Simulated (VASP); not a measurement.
Output of a VASP run:

OSZICAR:
```
       N       E                     dE             d eps       ncg     rms          rms(c)
DAV:   1     0.124608722883E+02    0.12461E+02   -0.41286E+03   752   0.906E+02
DAV:   2    -0.114203193366E+02   -0.23881E+02   -0.22771E+02  1192   0.110E+02
DAV:   3    -0.116840395883E+02   -0.26372E+00   -0.26372E+00   856   0.156E+01
DAV:   4    -0.116847676276E+02   -0.72804E-03   -0.72804E-03  1248   0.858E-01
DAV:   5    -0.116847678602E+02   -0.23263E-06   -0.23235E-06   888   0.118E-02    0.653E+00
DAV:   6    -0.111722278107E+02    0.51254E+00   -0.14317E+00   800   0.638E+00    0.359E+00
DAV:   7    -0.110947295579E+02    0.77498E-01   -0.23056E-01  1136   0.288E+00    0.124E+00
DAV:   8    -0.110882162352E+02    0.65133E-02   -0.29838E-02   880   0.117E+00    0.218E-01
DAV:   9    -0.110884424920E+02   -0.22626E-03   -0.37716E-04  1088   0.184E-01    0.146E-01
DAV:  10    -0.110886038715E+02   -0.16138E-03   -0.28538E-04   824   0.137E-01    0.279E-02
DAV:  11    -0.110886152175E+02   -0.11346E-04   -0.13754E-05  1040   0.347E-02    0.402E-02
DAV:  12    -0.110886155630E+02   -0.34557E-06   -0.47841E-06   840   0.130E-02    0.938E-03
DAV:  13    -0.110886155709E+02   -0.78469E-08   -0.10728E-07   576   0.309E-03
   1 F= -.11088616E+02 E0= -.11088616E+02  d E =-.182779E-13
```

OUTCAR:
```
------------------------ aborting loop because EDIFF is reached ----------------------------------------
  FORCE on cell =-STRESS in cart. coord.  units (eV):
  Direction    XX          YY          ZZ          XY          YZ          ZX
  --------------------------------------------------------------------------------------
  Total       -0.6892395     -0.6892395     -0.6892395      0.0000000      0.0000000      0.0000000
  in kB      -45.7507770    -45.7507770    -45.7507770      0.0000000      0.0000000      0.0000000
  external PRESSURE =     -45.7507770 kB  Pullay stress =       0.0000000 kB
  volume of cell :       24.14
      direct lattice vectors                 reciprocal lattice vectors
     0.000000000  2.293774715  2.293774715    -0.217981302  0.217981302  0.217981302
     2.293774715  0.000000000  2.293774715     0.217981302 -0.217981302  0.217981302
     2.293774715  2.293774715  0.000000000     0.217981302  0.217981302 -0.217981302
  FREE ENERGIE OF THE ION-ELECTRON SYSTEM (eV)
  ---------------------------------------------------
  free  energy   TOTEN  =       -11.0886155709 eV

  energy  without entropy=      -11.0886155709  energy(sigma->0) =      -11.08861557
```
(Selected blocks of OUTCAR.)

File POSCAR:
```
BP
1
    0.0000000000     2.2937747150     2.2937747150
    2.2937747150     0.0000000000     2.2937747150
    2.2937747150     2.2937747150     0.0000000000
B P
1 1
Direct
  0.0000000000   0.0000000000   0.0000000000
  0.2500000000   0.2500000000   0.2500000000
```

Question: Reconstruct the remaining input files.

Answer: Several could match; the one computed here: the input of the run itself, optB86b-vdW, plane waves, VASP's PBE PAW potentials (set 64).

INCAR:
```
! general
SYSTEM   = BP
PREC     = Accurate
ENCUT    = 520   ! plane-wave cut-off (eV)
LREAL    = .FALSE.   ! projection in real space or not
LASPH    = .TRUE.   ! aspherical one-centre terms

! electronic loop
EDIFF    = 1E-7   ! SCF stop (eV)
NELM     = 100   ! most electronic steps
ALGO     = Normal   ! blocked Davidson

! smearing
ISMEAR   = 0
SIGMA    = 0.05   ! width (eV)

! functional
GGA      = MK
LUSE_VDW = .TRUE.
AGGAC    = 0.0
PARAM1   = 0.1234
PARAM2   = 1.0

! ions
ISIF     = 2   ! forces and stress, cell fixed

! output
LWAVE    = .FALSE.
LCHARG   = .FALSE.
```

KPOINTS:
```
Automatic mesh
0
G
 10 10 10
```

POTCAR, in this order: B P (PBE.64 set). Program: vasp_std.

The compound is BP in the zinc blende structure. This cell is one point of a volume scan, at 1.03 of the reference volume.
